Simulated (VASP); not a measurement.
A run of VASP 6.6.1:

Contents of INCAR:

```
PREC = Accurate
ENCUT = 520
EDIFF = 1E-6
ISMEAR = -1
SIGMA = 0.05
LREAL = False
LASPH = True
NELM = 100
ALGO = Normal
ISIF = 2
LWAVE = False
LCHARG = False
GGA = PE
IVDW = 13
NBANDS = 16
```

The input KPOINTS:

```
Automatic mesh
0
Gamma
  16 16 4
```

File POSCAR:

```
C
1.0
    2.4610000000      0.0000000000      0.0000000000
   -1.2305000000      2.1312885187      0.0000000000
    0.0000000000      0.0000000000      6.9763200000
C
4
Direct
    0.0000000000      0.0000000000      0.2500000000
    0.3333333333      0.6666666667      0.2500000000
    0.0000000000      0.0000000000      0.7500000000
    0.6666666667      0.3333333333      0.7500000000
```

Potentials or basis: VASP PAW PBE potentials, release 64 (C).

The run is started by

```sh
$ cat potpaw_PBE.64/C/POTCAR > POTCAR
$ mpirun -np 1 vasp_std > vasp.out
```

Hardware: 1 thread of AMD EPYC 9R14 (Zen 4) (shared host).

Task: Estimate the wall time of this run.

Result: Wall time 23 s on 1 thread of AMD EPYC 9R14 (Zen 4), with other jobs on the host, peak memory 0.13 GiB. Counts: scf iterations 12, k points 90.
